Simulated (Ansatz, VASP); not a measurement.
**One calculation of TeWS4, two programs**

```
Te W S
1.0
     0.00000    3.71798    3.71798
     3.71798    0.00000    3.71798
     3.71798    3.71798    0.00000
Te W S
1 1 4
Direct
  0.25000 0.25000 0.25000
  0.00000 0.00000 0.00000
  0.62893 0.62893 0.62893
  0.62893 0.62893 0.11322
  0.62893 0.11322 0.62893
  0.11322 0.62893 0.62893
```

Change from the starting cell: species swapped into the TmInCu4 type (F-43m, No. 216).

Alike in both runs: functional PBE; k mesh 10 × 10 × 10; occupations gaussian, width 0.1 eV; no spin polarisation.

Ansatz relaxed the structure, and its values are those at the end. VASP's run is a single point on that final structure, the one shown.

```csv
,VASP,Ansatz
version,VASP 6.6.1,Ansatz 0.2.0
potentials or method,"VASP PAW PBE potentials, release 64 (Te, W_sv, S)","scalar-relativistic, plane waves, PAW"
plane-wave cutoff (eV),520,420
valence electrons in the cell,44,54
```

VASP gave:

* gap on the k mesh at the Fermi level (eV): none
* pressure (GPa): -0.1
* rms of the force components (eV/Å): 0.006

**Question.** What did Ansatz give for the same quantities?

**Answer.** gap on the k mesh at the Fermi level (eV): none; pressure (GPa): 0.0; rms of the force components (eV/Å): 0.001.

A gap of «none» marks a metal or a gap that the smearing closes. The two sets of potentials don't hold the same shells in valence.

The runs have no spin-orbit coupling, so splittings on Te, W are missing.
